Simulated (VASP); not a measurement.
Computed with r2SCAN meta-GGA, VASP's PBE PAW potentials (set 64) (plane waves; VASP).

A VASP calculation is set up with these files.

### POSCAR
```
BN
1
    1.2731720719    -2.2934068921     0.0000000000
    1.2731720719     2.2934068921     0.0000000000
    0.0000000000     0.0000000000     4.2116471431
B N
2 2
Direct
  0.6666670000   0.3333330000   0.5002209778
  0.3333330000   0.6666670000   0.0002209778
  0.6666670000   0.3333330000   0.8747790222
  0.3333330000   0.6666670000   0.3747790222
```

File KPOINTS:
```
Automatic mesh
0
Gamma
10 10 6
0 0 0
```

### INCAR
```
SYSTEM=BN
PREC=Accurate; ENCUT=600; LREAL=.False.
LASPH=.True.
EDIFF=1E-7; NELM=100; ALGO=Normal
LMIXTAU=.True.
ISMEAR=0; SIGMA=0.05
METAGGA=R2SCAN
ISIF=2
LWAVE=.False.; LCHARG=.False.
```

POTCAR, in this order: B N (PBE.64 set). Program: vasp_std.

### Question
What does the run give for the energy per atom (σ→0), pressure?

### Answer

The energy per atom (σ→0) is -9.542 eV/atom. The pressure is -13.62 GPa.

### OSZICAR
```
...
DAV:  13    -0.381675248498E+02   -0.27961E-02   -0.10713E-03  3308   0.393E-01    0.471E-02
DAV:  14    -0.381676693748E+02   -0.14453E-03   -0.11806E-04  3696   0.127E-01    0.742E-03
DAV:  15    -0.381676734952E+02   -0.41204E-05   -0.61994E-06  3632   0.332E-02    0.427E-03
DAV:  16    -0.381676740954E+02   -0.60019E-06   -0.39910E-07  3720   0.994E-03    0.378E-03
DAV:  17    -0.381676758933E+02   -0.17979E-05   -0.13077E-06  3444   0.115E-02    0.204E-03
DAV:  18    -0.381676760677E+02   -0.17442E-06   -0.17856E-07  2220   0.501E-03    0.641E-04
DAV:  19    -0.381676760944E+02   -0.26707E-07   -0.18123E-08  1872   0.191E-03
   1 F= -.38167676E+02 E0= -.38167676E+02  d E =-.515872E-16
```

The compound is BN in the wurtzite structure, a metastable high-pressure form. This cell was strained or had an atom moved on purpose.
